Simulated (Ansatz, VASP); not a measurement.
## Cross-check of P between VASP and Ansatz

One calculation is typed for both programs; each brings its own data sets. How far apart do they land? The cell is taken from a series of runs on this material, whose earlier steps may have relaxed, scaled, displaced or heated it; both programs get it as it stands.

Calculated with Ansatz 0.2.0; plane waves, with VASP 6.6.1 beside it; zone-centre phonons at PBE with D3(BJ).

## Step 1: Starting point

Symmetry: Cmce, No. 64, orthorhombic system. The conventional cell has a = 3.344 Å, b = 9.940 Å, c = 3.907 Å, α = 90.00°, β = 90.00°, γ = 90.00°. P has 3 P at 2.23 to 2.24 Å nearest.

## Step 2: Ansatz: zone-centre phonons, PBE with D3(BJ)

Ansatz runs on its PAW soft_1 files.

Second derivatives magnify differences that forces hide, and they need a tight electronic threshold.

File input.yaml:

```yaml
crystal:
  lattice:
    - [1.6720382004, -4.9699675694, 0.0]
    - [1.6720382004, 4.9699675694, 0.0]
    - [0.0, 0.0, 3.9067833746]
  atoms:
    - { symbol: P, position: [0.8898263413, 0.1101736587, 0.0611704698] }
    - { symbol: P, position: [0.6101736587, 0.3898263413, 0.5611704698] }
    - { symbol: P, position: [0.1101736587, 0.8898263413, 0.9388295302] }
    - { symbol: P, position: [0.3898263413, 0.6101736587, 0.4388295302] }
kpoints:
  mp_grid: { grid: [16, 16, 12] }
hamiltonian:
  xc: pbe
  dispersion: d3bj
  pseudopotentials: { kind: paw, azcp: { folder: soft_1 } }
scf:
  occupations: { method: methfessel_paxton, width: 0.2 }
output:
  eigenvalues: true
phonons:
  method: dfpt
```

Run with:

```sh
ansatz run input.yaml --threads 4 --pin off --max-ram 16384MiB --backend cpu --events-out ev --progress --plain --runs-dir out
```

Numbers of over 12 decimals in the logs are rounded to 6 here.

Log:

```text
zone centre: on kpoints.mp_grid the ground state, and the responses unless they are solved on pairs of k-points, stand on 826 of the mesh's 3072 k-points, reduced under 2 symmetry operations, with k and −k counted as one. Each operation leaves every solved displacement unchanged or reverses it
Engine: ansatz 0.2.0, x86_64-unknown-linux-gnu
Pseudopotentials: kind: paw
Pseudopotential: P, paw, valence charge 5, recommended cutoff 420 eV (normal), soft_1/P.paw.azcp
Functional definition: PBE
  parameter kappa = 0.804
  parameter beta = 0.066725
  exchange = pbe_x(kappa = kappa, mu = beta*pi^2/3)
  correlation = pbe_c(beta = beta)
Crystal: 4 atoms, lattice volume = 64.931 Å³
Basis set: ecut = 420 eV, 1277 PW (Γ), exchange–correlation on 72×72×60 points (8 copies of the dense FFT grid, shifted against one another)
Bands: 14, of which v1, the nominal top of the filled ones, is band 10 counted from 1 (9 counted from 0)
Symmetry: 8 space group operations
k-points: 826 of 3072 (irreducible under 2 space group operations, time reversal used)
Non-local potential: P, projectors of the file, l = 0: 2, l = 1: 2, l = 2: 1
PAW form: soft (Blöchl's): semilocal exchange-correlation on the pseudo side does not see the compensation charge
PAW one-centre angular grid: P, 110 points (default); XC on 64 Gauss nodes
Initial density: superposition of atomic densities (chi_scale 0.1, normalization cell)
Initial wavefunctions: pseudopotential atomic-orbital guess
Functional: x = pbe(κ = 0.804, μ = 0.219515), c = pbe(β = 0.066725)
SCF iter   1: F=—  HF=-3024.241427 eV  |F-HF|=—  |Δ(HF+E_count)|=         —  Δρ=3.99e-2  dr2=6.36e-1  ethr=3.10e-3  ⟨swp⟩=7.1  Hψ=86875  notcnv=0
preconditioner: auto → Kerker (q_TF=auto, 2.242 Å⁻¹)  [metal: Δε(μ)=0.026 eV  Ē_g=9.254 eV  σ=0.200 eV  W_gap=0.11  n_scr=12 (ndim 8)  ℏωp=20.6 eV  f_vac=0.000  D(μ)=0.36/eV (n_scr^D=0)]
SCF iter   2: F=—  HF=-3024.161512 eV  |F-HF|=—  |Δ(HF+E_count)|=   7.99e-2  S|Δr|=    0.00e0  Δρ=2.41e-2  dr2=2.43e-1  ethr=3.10e-3  ⟨swp⟩=1.2  Hψ=18413  notcnv=0
SCF iter   3: F=—  HF=-3024.114881 eV  |F-HF|=—  |Δ(HF+E_count)|=   4.66e-2  S|Δr|=    0.00e0  Δρ=1.73e-3  dr2=1.36e-3  ethr=1.22e-3  ⟨swp⟩=1.6  Hψ=14147  notcnv=0
SCF iter   4: F=—  HF=-3024.116197 eV  |F-HF|=—  |Δ(HF+E_count)|=   1.32e-3  S|Δr|=    0.00e0  Δρ=4.58e-4  dr2=1.23e-4  ethr=6.79e-6  ⟨swp⟩=2.1  Hψ=20080  notcnv=0
SCF iter   5: F=—  HF=-3024.116281 eV  |F-HF|=—  |Δ(HF+E_count)|=   8.48e-5  S|Δr|=    0.00e0  Δρ=7.19e-5  dr2=2.89e-6  ethr=6.15e-7  ⟨swp⟩=2.7  Hψ=20292  notcnv=0
SCF iter   6: F=—  HF=-3024.116282 eV  |F-HF|=—  |Δ(HF+E_count)|=   4.66e-7  S|Δr|=    0.00e0  Δρ=1.55e-5  dr2=2.09e-7  ethr=1.45e-8  ⟨swp⟩=2.8  Hψ=20492  notcnv=0
SCF iter   7: F=—  HF=-3024.116282 eV  |F-HF|=—  |Δ(HF+E_count)|=   1.68e-7  S|Δr|=    0.00e0  Δρ=3.30e-6  dr2=1.84e-8  ethr=1.05e-9  ⟨swp⟩=2.5  Hψ=19868  notcnv=0
SCF iter   8: F=—  HF=-3024.116282 eV  |F-HF|=—  |Δ(HF+E_count)|=   1.04e-9  S|Δr|=    0.00e0  Δρ=5.99e-7  dr2=3.93e-10  ethr=9.19e-11  ⟨swp⟩=2.2  Hψ=17443  notcnv=0
SCF iter   9: F=—  HF=-3024.116282 eV  |F-HF|=—  |Δ(HF+E_count)|=  1.82e-12  S|Δr|=    0.00e0  Δρ=1.33e-7  dr2=1.19e-11  ethr=1.97e-12  ⟨swp⟩=2.5  Hψ=20754  notcnv=0
SCF iter  10: F=-3024.116282 eV  HF=-3024.116282 eV  |F-HF|=9.09e-13  |Δ(HF+E_count)|=  2.41e-11  S|Δr|=    0.00e0  Δρ=2.18e-8  dr2=2.62e-13  ethr=1.00e-12  ⟨swp⟩=8.4  Hψ=73877  notcnv=0
SCF 1 converged in 10 iterations: F = -3024.116282 eV  dr2 = 2.62e-13
  greatest PAW one-centre occupation: 0.810 electrons in one spin orbital (limit 2), on the P atom at site 3 (counted from 0), in its partial waves of l = 0
DFPT response loops at Γ: preconditioner auto → Kerker (q_TF=auto, 2.242 Å⁻¹) (partly filled bands, converged f_vac=0.000); β = 1.00, the filter's whole step (`scf.mixing.beta` (0.50) is not read by the response loops under this deck's `scf.mixing.preconditioner`; to damp them name `kerker` or `kerker_dos`, under which they read `scf.mixing.beta`, and type it under 1.00, their step now; both keys bind the ground state too); Broyden in place of MSR1
SCF converged after 10 iterations
Stability not checked: this state was not tested for a lower state beside it, because cold or Methfessel-Paxton smearing, or corrected tetrahedra, fill the levels in a way that the test cannot read (fill_not_monotonic; see scf.lower_state_search)
Free energy (F): -3024.116282 eV
Harris-Foulkes:  -3024.116282 eV  (|F-HF|=9.09e-13)
Internal energy: -3024.117819 eV  (E = F + TS)
E sigma→0 (E₀):  -3024.116666 eV
Entropy (-TS):   0.001537 eV (0.384 meV/atom)
Fermi energy:    9.639201 eV
Step filling:    the computed levels leave a gap of 0.0047 eV = 0.0 smearing widths at the electron count; against every level under it full and every level over it empty, smearing changes F+E_penalty+E_count by +0.655 meV and its σ→0 estimate by +0.271 meV
--- Per-component energies (eV) ---
  E_band       = 54.893230
  E_kinetic    = 277.764316
  E_local      = -164.545591  (includes V_loc(G=0)·N_el)
  E_nonlocal   = 130.421120
  E_hartree    = 43.978561
  E_xc         = -292.839010
  E_vxc        = -245.915101  (∫ρ·V_xc dr)
  E_paw        = -2232.618514  (= ΣΔE_a)
  E_vpaw       = -30.788632  (= ΣTr[D̂ρ^β])
  E_aug_tail   = -0.000001  (compensation charges beyond the density's cutoff)
  E_ewald      = -784.544400
  E_disp       = -1.734300  (pairwise vdW)
  E_smearing   = 0.001537  (= −TS)
  E_closure    = -0.000000  (closes the sum)
  Σ components = -3024.116282   (vs F -3024.116282, Δ=0.00e0)
--- Band table (eV; the first three rows and the last of 826) ---
  k-point 0: bands = [... 6 lower, 5.8807, 6.5938, 6.7924, 8.3341, 10.8701, 11.1596, 11.4028, 13.5683]
  k-point 1: bands = [... 6 lower, 5.2740, 6.6160, 7.4463, 8.0791, 10.7123, 11.4247, 11.6697, 13.2089]
  k-point 2: bands = [... 6 lower, 5.4059, 6.6737, 7.5060, 8.3206, 10.8536, 11.3984, 12.3947, 12.4910]
  k-point 825: bands = [... 6 lower, 7.2786, 7.2786, 8.6248, 8.6248, 10.7165, 10.7165, 11.9274, 11.9274]
--- Phonons (Γ-DFPT): 3 representative perturbations + reference, on 826 of 3072 k-points (Σ response iterations 9) ---
  k mesh reduced under 2 symmetry operations, with k and −k counted as one. Each operation leaves every solved displacement unchanged or reverses it
  ASR residual: 1.682e-5 → 0.000e0 eV/Å²; symmetrization residual: 6.478e-7 eV/Å²
  pairwise dispersion correction: d3bj (s6 = 1.0, s8 = 0.7875, a1 = 0.4289, a2_bohr = 4.4407), with the weights of each atom's references fixed at the reference crystal's, and the forces and stress that the weights' published response gives there kept as a pressure on the atom's counted neighbours (hamiltonian.dispersion)
  ASR residual per site (eV/Å²): 1.68e-5 1.68e-5 1.68e-5 1.68e-5
  Γ frequencies (cm⁻¹): 0.00 0.00 0.00 54.04 173.49 207.30 377.22 379.33 403.72 405.68 427.71 452.07
  non-analytic LO–TO correction: not included (Born effective charges unavailable; polar crystals: no LO–TO splitting at Γ)
```

In the SCF lines HF is the Harris–Foulkes energy and dr2 the Hartree energy of the density residual, in eV; the loop may stop once dr2 is under the threshold and the program's other checks hold. Hψ counts applications of the Hamiltonian.

(Continued in part 2 of 2.)

[Lines on the potential files, build, host, timing and source positions are cut from VASP's logs without a mark.]

[Logs are printed without paths, hosts, clocks, repeated set-up lines and the standing remarks that a program may print on its own settings, such as how far it seeks lower states.]

[Hosts, paths, dates, database ids (printed as entryN), source tags and the programs' standing remarks are cut or masked in the printed files.]
